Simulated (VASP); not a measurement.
Computed with vdW-DF2, VASP's PBE PAW potentials (set 64) (plane waves; VASP 6.6.1).

VASP input:

File POSCAR:
```
Pt3Ti
1
    4.1032803167     0.0000000000     0.0000000000
    0.0000000000     4.1032803167     0.0000000000
    0.0000000000     0.0000000000     4.1032803167
Ti Pt
1 3
Direct
  0.0000000000   0.0000000000   0.0000000000
  0.0000000000   0.5000000000   0.5000000000
  0.5000000000   0.0000000000   0.5000000000
  0.5000000000   0.5000000000   0.0000000000
```

**KPOINTS**
```
Regular mesh
0
Gamma
8 8 8
```

**INCAR**
```
SYSTEM = Pt3Ti
PREC = Accurate
ENCUT = 520
EDIFF = 1E-7
NELM = 100
ALGO = Normal
LREAL = .FALSE.
LASPH = .TRUE.
ISMEAR = 1
SIGMA = 0.1
GGA = ML
ZAB_VDW = -1.8867
LUSE_VDW = .TRUE.
AGGAC = 0.0
LMAXMIX = 6
LWAVE = .FALSE.
LCHARG = .FALSE.
ISIF = 2
```

POTCAR, in this order: Ti_sv Pt (PBE.64 set). Program: vasp_std.

What VASP printed:

File OSZICAR:
```
       N       E                     dE             d eps       ncg     rms          rms(c)
DAV:   1     0.382344125395E+03    0.38234E+03   -0.21149E+04  1750   0.176E+03
DAV:   2     0.161033812443E+02   -0.36624E+03   -0.36015E+03  1877   0.434E+02
DAV:   3    -0.173824359256E+02   -0.33486E+02   -0.32052E+02  2798   0.106E+02
DAV:   4    -0.184082930441E+02   -0.10259E+01   -0.10200E+01  2072   0.199E+01
DAV:   5    -0.184442871348E+02   -0.35994E-01   -0.35942E-01  2597   0.372E+00    0.154E+01
DAV:   6    -0.185911725663E+02   -0.14689E+00   -0.42919E+01  2673   0.340E+01    0.226E+01
DAV:   7    -0.160391090384E+02    0.25521E+01   -0.54942E+01  2688   0.421E+01    0.767E+00
DAV:   8    -0.155290148298E+02    0.51009E+00   -0.18653E+00  2466   0.776E+00    0.424E+00
DAV:   9    -0.153297569458E+02    0.19926E+00   -0.18571E+00  2691   0.669E+00    0.143E+00
DAV:  10    -0.153229411143E+02    0.68158E-02   -0.58572E-02  2456   0.171E+00    0.661E-01
DAV:  11    -0.153211931212E+02    0.17480E-02   -0.86503E-03  2606   0.534E-01    0.257E-01
DAV:  12    -0.153205668329E+02    0.62629E-03   -0.34694E-03  2790   0.289E-01    0.276E-02
DAV:  13    -0.153205839624E+02   -0.17130E-04   -0.83831E-05  2110   0.745E-02    0.289E-02
DAV:  14    -0.153205753373E+02    0.86251E-05   -0.89921E-05  2715   0.507E-02    0.111E-02
DAV:  15    -0.153205753786E+02   -0.41321E-07   -0.73095E-06  2576   0.177E-02    0.139E-03
DAV:  16    -0.153205755945E+02   -0.21590E-06   -0.10131E-07  1410   0.270E-03    0.854E-04
DAV:  17    -0.153205755702E+02    0.24323E-07   -0.80507E-08  1079   0.248E-03
   1 F= -.15320576E+02 E0= -.15321147E+02  d E =0.171361E-02
```

### OUTCAR
```
------------------------ aborting loop because EDIFF is reached ----------------------------------------
  FORCE on cell =-STRESS in cart. coord.  units (eV):
  Direction    XX          YY          ZZ          XY          YZ          ZX
  --------------------------------------------------------------------------------------
  Total       -2.1185957     -2.1185957     -2.1185957     -0.0000000      0.0000000      0.0000000
  in kB      -49.1320761    -49.1320761    -49.1320761     -0.0000000      0.0000000      0.0000000
  external PRESSURE =     -49.1320761 kB  Pullay stress =       0.0000000 kB
  volume of cell :       69.09
      direct lattice vectors                 reciprocal lattice vectors
     4.103280317  0.000000000  0.000000000     0.243707454  0.000000000  0.000000000
     0.000000000  4.103280317  0.000000000     0.000000000  0.243707454  0.000000000
     0.000000000  0.000000000  4.103280317     0.000000000  0.000000000  0.243707454
 POSITION                                       TOTAL-FORCE (eV/Angst)
 -----------------------------------------------------------------------------------
      0.00000      0.00000      0.00000         0.000000      0.000000      0.000000
      0.00000      2.05164      2.05164         0.000000      0.000000      0.000000
      2.05164      0.00000      2.05164         0.000000      0.000000      0.000000
      2.05164      2.05164      0.00000         0.000000      0.000000      0.000000
 -----------------------------------------------------------------------------------
    total drift:                                0.000000     -0.000000     -0.000000
  FREE ENERGIE OF THE ION-ELECTRON SYSTEM (eV)
  ---------------------------------------------------
  free  energy   TOTEN  =       -15.3205755702 eV

  energy  without entropy=      -15.3222891767  energy(sigma->0) =      -15.32114677
```
(Selected blocks of OUTCAR.)

The compound is Pt3Ti in the L1_2 structure. This cell is one point of a volume scan, at 1.03 of the reference volume.
